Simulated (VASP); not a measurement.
# Be4CuSi (F-43m) in VASP: reference runs

Reference runs on Be4CuSi: the cell as given and a disturbed copy.

All numbers are computed with VASP 6.6.1; they aren't measurements. Logs are shortened: lines on timing, memory, paths and dates and some standing lists are left out, and cuts for length are marked.

### Step 1. The crystal as given

The structure is cubic, space group F-43m (No. 216). Conventional cell: a = 6.119 Å, b = 6.119 Å, c = 6.119 Å, α = 90.00°, β = 90.00°, γ = 90.00°. Around Cu (site symmetry -43m) lie 12 Be at 2.54 Å and 4 Si at 2.65 Å. Si (site symmetry -43m) is surrounded by 12 Be at 2.54 Å and 4 Cu at 2.65 Å. Be (site symmetry 3m) is surrounded by 6 Be at 2.16 Å.

The cell comes from a database or a generator and needn't be the stable form of this composition.

### Step 2. Single point, PBE

File INCAR:

```
SYSTEM = Be4CuSi
PREC = Accurate
ENCUT = 520
EDIFF = 1E-7
ISMEAR = -1
SIGMA = 0.05
LREAL = .FALSE.
LASPH = .TRUE.
NELM = 60
ALGO = Normal
ISIF = 2
LWAVE = .FALSE.
LCHARG = .TRUE.
GGA = PE
LELF = .TRUE.
LVHAR = .TRUE.
NBANDS = 20
```

File KPOINTS:

```
regular mesh
0
G
  8 8 8
  0 0 0
```

File POSCAR:

```
Be4CuSi
1.0
    0.0000000000      3.0592720000      3.0592720000
    3.0592720000      0.0000000000      3.0592720000
    3.0592720000      3.0592720000      0.0000000000
Cu Si Be
1 1 4
Direct
    0.2500000000      0.2500000000      0.2500000000
    0.0000000000      0.0000000000      0.0000000000
    0.1249439900      0.6250186700      0.6250186700
    0.6250186700      0.6250186700      0.6250186700
    0.6250186700      0.6250186700      0.1249439900
    0.6250186700      0.1249439900      0.6250186700
```

Potentials or basis: VASP PAW PBE potentials, release 64 (Cu, Si, Be).

Command:

```console
cat potpaw_PBE.64/Cu/POTCAR potpaw_PBE.64/Si/POTCAR potpaw_PBE.64/Be/POTCAR > POTCAR
mpirun -np 1 vasp_std > vasp.out
```

OUTCAR:

```text
SYSTEM = Be4CuSi
   PREC = Accurate
   ENCUT = 520
   EDIFF = 1E-7
   ISMEAR = -1
   LREAL = .FALSE.
   LASPH = .TRUE.
   NELM = 60
   ISIF = 2
   GGA = PE

 ion  position               nearest neighbor table
   1  0.250  0.250  0.250-   3 2.54   6 2.54   3 2.54   5 2.54   5 2.54   6 2.54   4 2.54   4 2.54
                             4 2.54   3 2.54   5 2.54   6 2.54   2 2.65   2 2.65   2 2.65   2 2.65
   2  0.000  0.000  0.000-   3 2.54   5 2.54   6 2.54   4 2.54   4 2.54   4 2.54   3 2.54   6 2.54
                             6 2.54   3 2.54   5 2.54   5 2.54   1 2.65   1 2.65   1 2.65   1 2.65
   3  0.125  0.625  0.625-   4 2.16   5 2.16   6 2.16   4 2.16   5 2.16   6 2.16   2 2.54   2 2.54
                             2 2.54   1 2.54   1 2.54   1 2.54
   4  0.625  0.625  0.625-   3 2.16   5 2.16   6 2.16   5 2.16   6 2.16   3 2.16   2 2.54   2 2.54
                             2 2.54   1 2.54   1 2.54   1 2.54
   5  0.625  0.625  0.125-   3 2.16   4 2.16   6 2.16   4 2.16   6 2.16   3 2.16   2 2.54   2 2.54
                             2 2.54   1 2.54   1 2.54   1 2.54
   6  0.625  0.125  0.625-   3 2.16   4 2.16   5 2.16   5 2.16   4 2.16   3 2.16   2 2.54   2 2.54
                             2 2.54   1 2.54   1 2.54   1 2.54

  LATTYP: Found a face centered cubic cell.
 ALAT       =     6.1185440000

  Lattice vectors:

 A1 = (   0.0000000000,   3.0592720000,   3.0592720000)
 A2 = (   3.0592720000,   0.0000000000,   3.0592720000)
 A3 = (   3.0592720000,   3.0592720000,   0.0000000000)

Analysis of symmetry for initial positions (statically):
=====================================================================
 Subroutine PRICEL returns:
 Original cell was already a primitive cell.

 Routine SETGRP: Setting up the symmetry group for a
 face centered cubic supercell.

 Subroutine GETGRP returns: Found 24 space group operations
 (whereof 24 operations were pure point group operations)
 out of a pool of 48 trial point group operations.

The static configuration has the point symmetry T_d .

Analysis of symmetry for dynamics (positions and initial velocities):
=====================================================================
 Subroutine PRICEL returns:
 Original cell was already a primitive cell.

 Routine SETGRP: Setting up the symmetry group for a
 face centered cubic supercell.

 Subroutine GETGRP returns: Found 24 space group operations
 (whereof 24 operations were pure point group operations)
 out of a pool of 48 trial point group operations.

The dynamic configuration has the point symmetry T_d .

 Subroutine INISYM returns: Found 24 space group operations
 (whereof 24 operations are pure point group operations),
 and found     1 'primitive' translations

----------------------------------------------------------------------------------------

                                     Primitive cell

  volume of cell :      57.2643

  direct lattice vectors                    reciprocal lattice vectors
     0.000000000  3.059272000  3.059272000    -0.163437576  0.163437576  0.163437576
     3.059272000  0.000000000  3.059272000     0.163437576 -0.163437576  0.163437576
     3.059272000  3.059272000  0.000000000     0.163437576  0.163437576 -0.163437576

  length of vectors
     4.326463953  4.326463953  4.326463953     0.283082185  0.283082185  0.283082185

  position of ions in fractional coordinates (direct lattice)
     0.250000000  0.250000000  0.250000000
     0.000000000  0.000000000  0.000000000
     0.124943990  0.625018670  0.625018670
     0.625018670  0.625018670  0.625018670
     0.625018670  0.625018670  0.124943990
     0.625018670  0.124943990  0.625018670

  ion indices of the primitive-cell ions
   primitive index   ion index
                 1           1
                 2           2
                 3           3
                 4           4
                 5           5
                 6           6

----------------------------------------------------------------------------------------

 KPOINTS: regular mesh

Automatic generation of k-mesh.
 Grid dimensions read from file:
 generate k-points for:    8    8    8

 Generating k-lattice:

  Cartesian coordinates                     Fractional coordinates (reciprocal lattice)
    -0.020429697  0.020429697  0.020429697     0.125000000  0.000000000  0.000000000
     0.020429697 -0.020429697  0.020429697     0.000000000  0.125000000  0.000000000
     0.020429697  0.020429697 -0.020429697     0.000000000  0.000000000  0.125000000

  Length of vectors
     0.035385273  0.035385273  0.035385273

  Shift w.r.t. Gamma in fractional coordinates (k-lattice)
     0.000000000  0.000000000  0.000000000

 Subroutine IBZKPT returns following result:
 ===========================================

 Found     29 irreducible k-points:

 Following reciprocal coordinates:
            Coordinates               Weight
  0.000000  0.000000  0.000000      1.000000
  0.125000  0.000000  0.000000      8.000000
  0.250000  0.000000  0.000000      8.000000
  0.375000  0.000000  0.000000      8.000000
  0.500000  0.000000  0.000000      4.000000
  0.125000  0.125000  0.000000      6.000000
[... 16 lines left out ...]
  0.500000  0.250000  0.125000     48.000000
 -0.375000  0.250000  0.125000     24.000000
 [... further k-points ...]
   k-points           NKPTS =     29   k-points in BZ     NKDIM =     29   number of bands    NBANDS=     20
   number of dos      NEDOS =    301   number of ions     NIONS =      6
   total plane-waves  NPLWV =  32768
   dimension x,y,z NGX =    32 NGY =   32 NGZ =   32
   dimension x,y,z NGXF=    64 NGYF=   64 NGZF=   64
   ions per type =               1   1   4
   NGX,Y,Z   is equivalent  to a cutoff of  12.30, 12.30, 12.30 a.u.
   NGXF,Y,Z  is equivalent  to a cutoff of  24.59, 24.59, 24.59 a.u.
 SYSTEM =  Be4CuSi
   PREC   = accura    normal or accurate (medium, high low for compatibility)
   ISTART =      0    job   : 0-new  1-cont  2-samecut
   ICHARG =      2    charge: 1-file 2-atom 10-const
   ISPIN  =      1    spin polarized calculation?
   LNONCOLLINEAR =      F non collinear calculations
   LSORBIT =      F    spin-orbit coupling
   LASPH  =      T    aspherical Exc in radial PAW
   ENCUT  =  520.0 eV  38.22 Ry    6.18 a.u.   8.04  8.04  8.04*2*pi/ulx,y,z
   NELM   =     60;   NELMIN=  2; NELMDL= -5     # of ELM steps
   EDIFF  = 0.1E-06   stopping-criterion for ELM
   LREAL  =      F    real-space projection
   EDIFFG = 0.1E-05   stopping-criterion for IOM
   NSW    =      0    number of steps for IOM
   IBRION =     -1    ionic relax: 0-MD 1-quasi-New 2-CG
   NFREE  =      0    steps in history (QN), initial steepest desc. (CG)
   ISIF   =      2    stress and relaxation
   ISYM   =      2    0-nonsym 1-usesym 2-fastsym
   POTIM  = 0.5000    time-step for ionic-motion
   TEBEG  =    0.0;   TEEND  =   0.0 temperature during run
   PSTRESS=    0.0 pullay stress
   NELECT =      23.0000    total number of electrons
   NUPDOWN=      -1.0000    fix difference up-down
   EMIN   =  10.00;   EMAX   =-10.00  energy-range for DOS
   EFERMI =   0.00;   METHOD = LEGACY
   ISMEAR =    -1;   SIGMA  =   0.05  broadening in eV -4-tet -1-fermi 0-gaus
   EFERMI_NEDOS =   21; number of points for ismear=-14 and -15
   IALGO  =     38    algorithm
   IMIX   =      4    mixing-type and parameters
     AMIX     =   0.40;   BMIX     =  1.00
     AMIX_MAG =   1.60;   BMIX_MAG =  1.00
  volume/ion in A,a.u.               =       9.54        64.41
  Fermi-wavevector in a.u.,A,eV,Ry     =   1.207877  2.282556 19.850447  1.458967
  Thomas-Fermi vector in A             =   2.343502
   LORBIT       =      0    0 simple, 1 ext, 2 COOP (PROOUT), +10 PAW based schemes
   GGA     = PE    functional components
   LHFCALC =     F    Hartree Fock is set to
   AEXX    =    0.0000 exact exchange contribution
   IVDW    =     0    specifies the selected vdW correction
   LEPSILON=     F    determine dielectric tensor
   LRPA    =     F    only Hartree local field effects (RPA)
 non-spin polarized calculation
  energy-cutoff  :      520.00
  volume of cell :       57.26
 maximum number of plane-waves:      1572
   NGX = 17   NGY = 17   NGZ = 17

 number of electron      23.0000001 magnetization

 Free energy of the ion-electron system (eV)
  ---------------------------------------------------
  ext. energy  EPLUGINS =         0.00000000
  ---------------------------------------------------
  free energy    TOTEN  =       -23.50601366 eV

  energy without entropy =      -23.48737171  energy(sigma->0) =      -23.49669268

 E-fermi :   8.5799     XC(G=0): -11.2418

 val. band max:        8.5702217818   @ k =   0.3750   0.2500   0.1250
 cond. band min:       8.5854159289   @ k =   0.1250   0.1250   0.0000
 fundamental gap:      0.0151941471
 Fermi energy:         8.5799423655

 k-point     1 :       0.0000    0.0000    0.0000
  band No.  band energies     occupation
      1      -4.1049      2.00000
      2       3.1419      2.00000
      3       3.1419      2.00000
      4       3.1419      2.00000
      5       3.9407      2.00000
      6       3.9407      2.00000
[... 12 lines left out ...]
     19      12.6783      0.00000
     20      13.1489      0.00000

 k-point     2 :       0.1250    0.0000    0.0000
  band No.  band energies     occupation
      1      -3.9528      2.00000
      2       2.6408      2.00000
      3       3.1567      2.00000
      4       3.1567      2.00000
      5       3.9424      2.00000
      6       3.9424      2.00000
[... 12 lines left out ...]
     19      13.3091      0.00000
     20      14.3558      0.00000

 k-point     3 :       0.2500    0.0000    0.0000
  band No.  band energies     occupation
      1      -3.5059      2.00000
      2       1.4273      2.00000
      3       3.1833      2.00000
      4       3.1833      2.00000
      5       3.9866      2.00000
      6       3.9866      2.00000
[... 12 lines left out ...]
     19      14.7086      0.00000
     20      16.2959      0.00000

 k-point     4 :       0.3750    0.0000    0.0000
  band No.  band energies     occupation
      1      -2.8197      2.00000
      2       0.0733      2.00000
      3       3.1938      2.00000
      4       3.1938      2.00000
      5       3.8804      2.00000
      6       4.1213      2.00000
[... 12 lines left out ...]
     19      15.6075      0.00000
     20      17.1747      0.00000

 k-point     5 :       0.5000    0.0000    0.0000
  band No.  band energies     occupation
      1      -2.2920      2.00000
      2      -0.7023      2.00000
      3       3.1933      2.00000
      4       3.1933      2.00000
      5       3.8727      2.00000
      6       4.2333      2.00000
[... 12 lines left out ...]
     19      15.0055      0.00000
     20      18.0961      0.00000
[... 353 lines left out ...]
      6       3.2807      2.00000
[... 12 lines left out ...]
     19      15.3818      0.00000
     20      16.0045      0.00000

 k-point    22 :       0.3750    0.2500    0.1250
  band No.  band energies     occupation
      1      -3.1111      2.00000
      2       1.4171      2.00000
      3       2.1864      2.00000
      4       3.0515      2.00000
      5       3.5938      2.00000
      6       4.1172      2.00000
[... 12 lines left out ...]
     19      15.7735      0.00000
     20      16.4165      0.00000

 k-point    23 :       0.5000    0.2500    0.1250
  band No.  band energies     occupation
      1      -2.4388      2.00000
      2       0.3874      2.00000
      3       1.8263      2.00000
      4       2.7320      2.00000
      5       3.6318      2.00000
      6       4.0985      2.00000
[... 12 lines left out ...]
     19      16.0171      0.00000
     20      16.7851      0.00000

 k-point    24 :      -0.3750    0.2500    0.1250
  band No.  band energies     occupation
      1      -1.9304      2.00000
      2      -0.3278      2.00000
      3       1.8011      2.00000
      4       2.5389      2.00000
      5       3.6103      2.00000
      6       4.2081      2.00000
[... 12 lines left out ...]
     19      16.5361      0.00000
     20      17.3034      0.00000

 [... further k-points ...]

------------------------ aborting loop because EDIFF is reached ----------------------------------------

  FORCE on cell =-STRESS in cart. coord.  units (eV):
  Direction    XX          YY          ZZ          XY          YZ          ZX
  --------------------------------------------------------------------------------------
  -------------------------------------------------------------------------------------
  Total       -0.1185220     -0.1185220     -0.1185220      0.0000000      0.0000000      0.0000000
  in kB       -3.3160821     -3.3160821     -3.3160821      0.0000000      0.0000000      0.0000000
  external PRESSURE =      -3.3160821 kB  Pullay stress =       0.0000000 kB

 VOLUME and BASIS-vectors are now :
 -----------------------------------------------------------------------------
  energy-cutoff  :      520.00
  volume of cell :       57.26
      direct lattice vectors                 reciprocal lattice vectors
     0.000000000  3.059272000  3.059272000    -0.163437576  0.163437576  0.163437576
     3.059272000  0.000000000  3.059272000     0.163437576 -0.163437576  0.163437576
     3.059272000  3.059272000  0.000000000     0.163437576  0.163437576 -0.163437576

 POSITION                                       TOTAL-FORCE (eV/Angst)
 -----------------------------------------------------------------------------------
      1.52964      1.52964      1.52964         0.000000      0.000000      0.000000
      0.00000      0.00000      0.00000         0.000000      0.000000      0.000000
      3.82420      2.29434      2.29434         0.003815     -0.003815     -0.003815
      3.82420      3.82420      3.82420         0.003815      0.003815      0.003815
      2.29434      2.29434      3.82420        -0.003815     -0.003815      0.003815
      2.29434      3.82420      2.29434        -0.003815      0.003815     -0.003815
 -----------------------------------------------------------------------------------
    total drift:                                0.000000      0.000000      0.000002

  FREE ENERGIE OF THE ION-ELECTRON SYSTEM (eV)
  ---------------------------------------------------
  free  energy   TOTEN  =       -23.5060136591 eV

  energy  without entropy=      -23.4873717104  energy(sigma->0) =      -23.49669268
```

Wall time 36 s (1 thread of Intel Xeon Platinum 8488C (Sapphire Rapids), shared host); peak memory 0.18 GiB.

What came out:

```
Free energy            : -23.5060 eV
Pressure               : -0.3 GPa
Largest force          : 0.007 eV/Å
Band gap on the k mesh : none (metal or under the smearing width)
```

Forces in eV/Å, atoms in the order of the input:
```
Cu   0.000  0.000  0.000
Si   0.000  0.000  0.000
Be   0.004 -0.004 -0.004
Be   0.004  0.004  0.004
Be  -0.004 -0.004  0.004
Be  -0.004  0.004 -0.004
```

Levels at points of the mesh, in eV from the Fermi level:
| k point | band 8 | band 9 | band 10 | band 11 | band 12 | band 13 | band 14 | band 15 |
| --- | --- | --- | --- | --- | --- | --- | --- | --- |
| (0.00, 0.00, 0.00) | -2.41 | -2.41 | -2.41 | -1.05 | -0.28 | -0.28 | -0.28 | 1.34 |
| (0.50, 0.00, 0.00) | -4.13 | -3.46 | -3.46 | -1.01 | -1.01 | -0.84 | 3.28 | 3.63 |
| (0.50, 0.50, 0.00) | -4.27 | -4.27 | -3.45 | -2.89 | 3.46 | 3.78 | 4.37 | 4.37 |

### Step 3. Single point, PBE (atoms moved at random, drawn with an rms of 0.05 Å)

INCAR: that of step 2 with these lines changed.

```diff
@@ -8,3 +8,3 @@
 LASPH = .TRUE.
-NELM = 60
+NELM = 80
 ALGO = Normal
```

KPOINTS is that of step 2.

File POSCAR:

```
Be4CuSi
1.0
    0.0000000000      3.0592720000      3.0592720000
    3.0592720000      0.0000000000      3.0592720000
    3.0592720000      3.0592720000      0.0000000000
Cu Si Be
1 1 4
Direct
    0.2657370000      0.2424280000      0.2449120000
    0.0107600000      0.0137860000     -0.0196720000
    0.1249680000      0.6243450000      0.6276650000
    0.6120860000      0.6074020000      0.6468000000
    0.6228960000      0.6242120000      0.1298480000
    0.6116890000      0.1183400000      0.6362720000
```

Potentials or basis: VASP PAW PBE potentials, release 64 (Cu, Si, Be).

Command:

```console
cat potpaw_PBE.64/Cu/POTCAR potpaw_PBE.64/Si/POTCAR potpaw_PBE.64/Be/POTCAR > POTCAR
mpirun -np 1 vasp_std > vasp.out
```

It took 3.8 min on 1 thread of Intel Xeon Platinum 8488C (Sapphire Rapids), shared host; peak memory 0.41 GiB.

Results (log left out):

```yaml
Free_energy: -23.4484 eV
Pressure: 0.3 GPa
Largest_force: 0.535 eV/Å
Band_gap_on_the_k_mesh: none (metal or under the smearing width)
```

Forces in eV/Å, atoms in the order of the input:
```
Cu   0.146 -0.102 -0.157
Si   0.065  0.156 -0.419
Be   0.042 -0.244 -0.170
Be  -0.005  0.062  0.532
Be  -0.046  0.144 -0.024
Be  -0.203 -0.016  0.238
```

Stress tensor (GPa, compression positive):
```
-0.06 -0.51 -0.06
-0.51 -0.09  0.24
-0.06  0.24  0.91
```

Levels at points of the mesh, in eV from the Fermi level:
| k point | band 8 | band 9 | band 10 | band 11 | band 12 | band 13 | band 14 | band 15 |
| --- | --- | --- | --- | --- | --- | --- | --- | --- |
| (0.00, 0.00, 0.00) | -2.52 | -2.39 | -2.29 | -1.02 | -0.54 | -0.32 | -0.03 | 1.38 |
| (0.50, 0.00, 0.00) | -4.17 | -3.51 | -3.27 | -1.14 | -0.87 | -0.77 | 3.29 | 3.66 |
| (0.00, 0.50, 0.00) | -4.11 | -3.47 | -3.27 | -1.10 | -0.94 | -0.80 | 3.35 | 3.47 |
| (0.00, 0.00, 0.50) | -4.09 | -3.59 | -3.53 | -1.06 | -0.97 | -0.87 | 3.10 | 3.65 |
| (0.50, 0.50, 0.50) | -4.13 | -3.63 | -3.32 | -1.11 | -0.87 | -0.81 | 3.28 | 3.56 |
| (0.50, 0.50, 0.00) | -4.30 | -4.24 | -3.42 | -2.89 | 3.39 | 3.73 | 4.16 | 4.58 |
| (0.00, 0.50, 0.50) | -4.29 | -4.24 | -3.43 | -2.90 | 3.41 | 3.71 | 4.33 | 4.43 |
| (0.50, 0.00, 0.50) | -4.28 | -4.25 | -3.43 | -2.90 | 3.39 | 3.74 | 4.29 | 4.47 |
